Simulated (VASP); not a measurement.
An input for Ansatz (written as the equivalent of a VASP run, and not itself run):

Ansatz 0.2 input:
```yaml
crystal:
  lattice:
    - [3.0932370, 0.0000000, 0.0000000]
    - [-1.5466180, 2.6788210, 0.0000000]
    - [0.0000000, 0.0000000, 4.9602680]
  atoms:
    - { symbol: Al, position: [0.6666670, 0.3333330, 0.4992900] }
    - { symbol: Al, position: [0.3333330, 0.6666670, 0.9992900] }
    - { symbol: N, position: [0.6666670, 0.3333330, 0.8807100] }
    - { symbol: N, position: [0.3333330, 0.6666670, 0.3807100] }
kpoints:
  mp_grid: { grid: [6, 6, 4] }
hamiltonian:
  xc: pbe
  pseudopotentials: { kind: paw }
scf:
  occupations: { method: fermi_dirac, width: 0.02 }
  max_iter: 100
output: { forces: true, stress: true, eigenvalues: true }
```

### Question
Write the VASP files for the same calculation (PBE).

### Answer
Several could match; the one computed here: 
### POSCAR
```
AlN
1
    3.0932370000     0.0000000000     0.0000000000
   -1.5466180000     2.6788210000     0.0000000000
    0.0000000000     0.0000000000     4.9602680000
Al N
2 2
Direct
  0.6666670000   0.3333330000   0.4992900000
  0.3333330000   0.6666670000   0.9992900000
  0.6666670000   0.3333330000   0.8807100000
  0.3333330000   0.6666670000   0.3807100000
```

KPOINTS:
```
Automatic mesh
0
G
  6 6 4
0 0 0
```

### INCAR
```
ENCUT = 400
ISMEAR = -1
LREAL = .FALSE.   ! projection in real space or not
SIGMA = 0.02
NELM = 100
SYSTEM = AlN
LWAVE = .FALSE.
ISIF = 2
EDIFF = 1E-6
ALGO = Normal   ! blocked Davidson
LASPH = .TRUE.   ! aspherical one-centre terms
PREC = Accurate
GGA = PE   ! PBE
LCHARG = .FALSE.
```

POTCAR, in this order: Al N (PBE.64 set). Program: vasp_std.

What does not carry over: each code has its own PAW files, so the cut-off isn't converted (ENCUT is set for VASP's; basis.ecutwfc is left out, and Ansatz then takes the one that its files recommend); Ansatz stops its SCF on the density residual and VASP on the energy change (EDIFF).

The structure comes from a computed database's AlN entry; how it stands against other phases isn't given here. The cell was not relaxed at this level.
